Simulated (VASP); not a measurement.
Level of theory: MS2 meta-GGA, VASP's PBE PAW potentials (set 64) (plane waves; VASP).

VASP input:

**INCAR**
```
ALGO = Normal
EDIFF = 1E-7
EDIFFG = -0.01
ENCUT = 520
IBRION = 2
ISIF = 4
ISMEAR = 0
LASPH = .TRUE.
LCHARG = .FALSE.
LMIXTAU = .TRUE.
LREAL = .FALSE.
LWAVE = .FALSE.
METAGGA = MS2
NELM = 100
NSW = 30
PREC = Accurate
SIGMA = 0.05
SYSTEM = SiC
```

### POSCAR
```
SiC
1
    1.5047741085    -2.6063449730     0.0000000000
    1.5047741085     2.6063449730     0.0000000000
    0.0000000000     0.0000000000     4.9415789028
Si C
2 2
Direct
  0.6666670000   0.3333330000   0.4996080215
  0.3333330000   0.6666670000   0.9996080215
  0.6666670000   0.3333330000   0.8753919785
  0.3333330000   0.6666670000   0.3753919785
```

File KPOINTS:
```
Regular mesh
0
gamma
 8 8 5
0 0 0
```

POTCAR, in this order: Si C (PBE.64 set). Program: vasp_std.

The resulting files:

**OSZICAR**
```
       N       E                     dE             d eps       ncg     rms          rms(c)
DAV:   1     0.197220017154E+01    0.19722E+01   -0.71462E+03   720   0.114E+03
DAV:   2    -0.605173282669E+02   -0.62490E+02   -0.56837E+02  1020   0.186E+02
DAV:   3    -0.629803102792E+02   -0.24630E+01   -0.24484E+01   932   0.364E+01
DAV:   4    -0.629996834097E+02   -0.19373E-01   -0.19367E-01   860   0.373E+00
DAV:   5    -0.629998943122E+02   -0.21090E-03   -0.21088E-03   928   0.377E-01    0.166E+01
DAV:   6    -0.415014333575E+02    0.21498E+02   -0.16646E+01   836   0.319E+01    0.771E+00
DAV:   7    -0.417019163138E+02   -0.20048E+00   -0.25767E+00   720   0.198E+01    0.351E+00
DAV:   8    -0.423373434118E+02   -0.63543E+00   -0.13368E+00   852   0.120E+01    0.163E+00
DAV:   9    -0.422144647150E+02    0.12288E+00   -0.38317E-01   744   0.817E+00    0.668E-01
DAV:  10    -0.423961339869E+02   -0.18167E+00   -0.31851E-01   736   0.720E+00    0.274E-01
DAV:  11    -0.424210432267E+02   -0.24909E-01   -0.33269E-02   792   0.212E+00    0.945E-02
DAV:  12    -0.424204268344E+02    0.61639E-03   -0.34187E-03   896   0.632E-01    0.546E-02
DAV:  13    -0.424212012534E+02   -0.77442E-03   -0.21479E-03   804   0.563E-01    0.501E-02
DAV:  14    -0.424218036735E+02   -0.60242E-03   -0.32502E-04   804   0.284E-01    0.200E-02
DAV:  15    -0.424218210855E+02   -0.17412E-04   -0.86299E-05   876   0.101E-01    0.116E-02
DAV:  16    -0.424218413534E+02   -0.20268E-04   -0.13089E-05   804   0.459E-02    0.507E-03
DAV:  17    -0.424218423623E+02   -0.10088E-05   -0.19942E-06   860   0.209E-02    0.228E-03
DAV:  18    -0.424218385057E+02    0.38566E-05   -0.23551E-06   780   0.201E-02    0.492E-04
DAV:  19    -0.424218383245E+02    0.18115E-06   -0.52863E-08   576   0.349E-03    0.346E-04
DAV:  20    -0.424218387517E+02   -0.42717E-06   -0.39030E-08   428   0.258E-03    0.221E-04
DAV:  21    -0.424218385096E+02    0.24205E-06   -0.12805E-08   408   0.157E-03    0.499E-05
DAV:  22    -0.424218385897E+02   -0.80106E-07   -0.13144E-09   404   0.492E-04
   1 F= -.42421839E+02 E0= -.42421839E+02  d E =-.424218E+02
       N       E                     dE             d eps       ncg     rms          rms(c)
DAV:   1    -0.424218340965E+02    0.44132E-05   -0.70084E-03   856   0.735E-01    0.562E-02
DAV:   2    -0.424217912978E+02    0.42799E-04   -0.28989E-04   876   0.192E-01    0.267E-02
DAV:   3    -0.424217889556E+02    0.23421E-05   -0.98442E-05   832   0.108E-01    0.919E-03
DAV:   4    -0.424217886613E+02    0.29429E-06   -0.15406E-05   864   0.520E-02    0.402E-03
DAV:   5    -0.424217916938E+02   -0.30325E-05   -0.12249E-05   772   0.510E-02    0.217E-03
DAV:   6    -0.424217899358E+02    0.17580E-05   -0.42538E-06   752   0.292E-02    0.116E-03
DAV:   7    -0.424217917640E+02   -0.18282E-05   -0.20946E-07   832   0.678E-03    0.231E-04
DAV:   8    -0.424217907616E+02    0.10024E-05   -0.28874E-08   428   0.202E-03    0.174E-04
DAV:   9    -0.424217915681E+02   -0.80647E-06   -0.97624E-09   384   0.134E-03    0.626E-05
DAV:  10    -0.424217911035E+02    0.46457E-06   -0.24217E-09   364   0.678E-04    0.396E-05
DAV:  11    -0.424217913521E+02   -0.24863E-06   -0.29320E-10   372   0.221E-04    0.281E-05
DAV:  12    -0.424217912052E+02    0.14694E-06   -0.10144E-10   368   0.142E-04    0.200E-05
DAV:  13    -0.424217912561E+02   -0.50923E-07   -0.69262E-11   360   0.128E-04
   2 F= -.42421791E+02 E0= -.42421791E+02  d E =0.473336E-04
       N       E                     dE             d eps       ncg     rms          rms(c)
DAV:   1    -0.424218766559E+02   -0.85451E-04   -0.29210E-03   856   0.475E-01    0.363E-02
DAV:   2    -0.424218589546E+02    0.17701E-04   -0.12095E-04   880   0.124E-01    0.172E-02
DAV:   3    -0.424218585059E+02    0.44862E-06   -0.41087E-05   828   0.699E-02    0.590E-03
DAV:   4    -0.424218593268E+02   -0.82090E-06   -0.64966E-06   868   0.338E-02    0.260E-03
DAV:   5    -0.424218565234E+02    0.28035E-05   -0.51417E-06   772   0.330E-02    0.140E-03
DAV:   6    -0.424218597012E+02   -0.31779E-05   -0.17761E-06   752   0.188E-02    0.739E-04
DAV:   7    -0.424218587776E+02    0.92361E-06   -0.85939E-08   544   0.441E-03    0.163E-04
DAV:   8    -0.424218595286E+02   -0.75096E-06   -0.14149E-08   388   0.139E-03    0.110E-04
DAV:   9    -0.424218588566E+02    0.67198E-06   -0.41695E-09   360   0.950E-04    0.526E-05
DAV:  10    -0.424218591622E+02   -0.30562E-06   -0.81747E-10   360   0.368E-04    0.344E-05
DAV:  11    -0.424218590461E+02    0.11613E-06   -0.21624E-10   360   0.163E-04    0.234E-05
DAV:  12    -0.424218591108E+02   -0.64699E-07   -0.46200E-11   360   0.841E-05
   3 F= -.42421859E+02 E0= -.42421859E+02  d E =-.205211E-04
```

OUTCAR:
```
------------------------ aborting loop because EDIFF is reached ----------------------------------------
  FORCE on cell =-STRESS in cart. coord.  units (eV):
  Direction    XX          YY          ZZ          XY          YZ          ZX
  --------------------------------------------------------------------------------------
  Total        3.8805838      3.8805831      3.8724754      0.0000000     -0.0000000      0.0000000
  in kB      160.4016066    160.4015765    160.0664486      0.0000000     -0.0000000      0.0000000
  external PRESSURE =     160.2898773 kB  Pullay stress =       0.0000000 kB
  volume of cell :       38.76
      direct lattice vectors                 reciprocal lattice vectors
     1.504982312 -2.606705584 -0.000000000     0.332229818 -0.191812993  0.000000000
     1.504982312  2.606705584  0.000000000     0.332229818  0.191812993 -0.000000000
     0.000000000  0.000000000  4.940211750     0.000000000 -0.000000000  0.202420473
  FREE ENERGIE OF THE ION-ELECTRON SYSTEM (eV)
  ---------------------------------------------------
  free  energy   TOTEN  =       -42.4218591108 eV

  energy  without entropy=      -42.4218591108  energy(sigma->0) =      -42.42185911

 reached required accuracy - stopping structural energy minimisation
```
(Selected blocks of OUTCAR.)

CONTCAR:
```
SiC
   1.00000000000000
     1.5049823116965317   -2.6067055835573845   -0.0000000000000000
     1.5049823116965317    2.6067055835573845    0.0000000000000000
     0.0000000000000000    0.0000000000000000    4.9402117504459930
  Si              C
     2     2
Direct
     0.6666669999999968    0.3333330000000032    0.4996578765112225
     0.3333330000000032    0.6666669999999968    0.9996578765112225
     0.6666669999999968    0.3333330000000032    0.8753421234887775
     0.3333330000000032    0.6666669999999968    0.3753421234887775
```

The compound is SiC in the wurtzite structure, the rare 2H polytype. This cell is one point of a volume scan, at 0.94 of the reference volume. Symmetry was kept, so distortions that lower it aren't found.
